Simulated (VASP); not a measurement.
Input:

```
CELL_PARAMETERS angstrom
      0.00000     2.31691     2.22100
      2.25079     0.00000     2.22100
      2.25079     2.31691     0.00000
ATOMIC_POSITIONS crystal
  Hf 0.00000 0.00000 0.00000
  N  0.47828 0.52172 0.52172
```
Cell charge +0.1.

Method: PBE GGA, VASP's PBE PAW potentials (set 64) (plane waves; VASP). Numerical set-up: NELECT = 14.9, 520 eV cut-off, 13×13×13 Γ-centred mesh, Gaussian smearing of 0.050 eV, potentials Hf_pv N.

The cell is charged, with a uniform compensating background.

Which forces act on the atoms, in eV/Å?

```json
[
 {"atom": "Hf1", "Fx": "1.225", "Fy": "0.000", "Fz": "0.000"},
 {"atom": "N2", "Fx": "-1.225", "Fy": "0.000", "Fz": "0.000"}
]
```

Give the stress tensor in GPa (positive for a compressed cell).

```
  1.94    0.00    0.00
  0.00  -14.25    0.00
  0.00    0.00    5.42
```
The pressure is its mean diagonal, -2.30 GPa.

The compound is HfN in the rock salt structure. The cell was not relaxed at this level, atoms are displaced from their ideal sites. The run is one of a series of settings (ISMEAR = 0, NELECT = 14.9, SIGMA = 0.05 against the base run), some of them coarse on purpose. The electron count is odd and the run is not spin-polarised, which forces a metal.
